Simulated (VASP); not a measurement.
The cell holds one K (bcc) (100) slab, with vacuum along c, ions free to move until forces fall under 0.03 eV/Å, no reconstruction beyond this cell, dipole correction on.

```yaml
crystal:
  lattice:
    - [5.20969, 0.00000, 0.00000]
    - [0.00000, 5.20969, 0.00000]
    - [0.00000, 0.00000, 25.21962]
  atoms:
    - { symbol: K, position: [0.50000, 0.00000, 0.34340] }
    - { symbol: K, position: [0.00000, 0.50000, 0.44951] }
    - { symbol: K, position: [0.50000, 0.00000, 0.55049] }
    - { symbol: K, position: [0.00000, 0.50000, 0.65660] }
```

Calculation: PBEsol GGA, VASP's PBE PAW potentials (set 64) (plane waves; VASP). Settings: 400 eV cut-off, 6×6×1 Γ-centred mesh, first-order Methfessel-Paxton smearing of 0.10 eV, potentials K_sv.

Slab and bulk use different k-meshes, so the surface energy is good to a few per cent at best.

**Question.** Predict its surface energy, work function, band gap (on the k-mesh).

**Answer.** 
The surface energy comes out as 0.13 J/m², the work function comes out as 2.32 eV and the band gap (on the k-mesh) comes out as none (metal, semimetal or under 0.01 eV).

The cell is a thin slab with vacuum, built from K (bcc): (100) face.
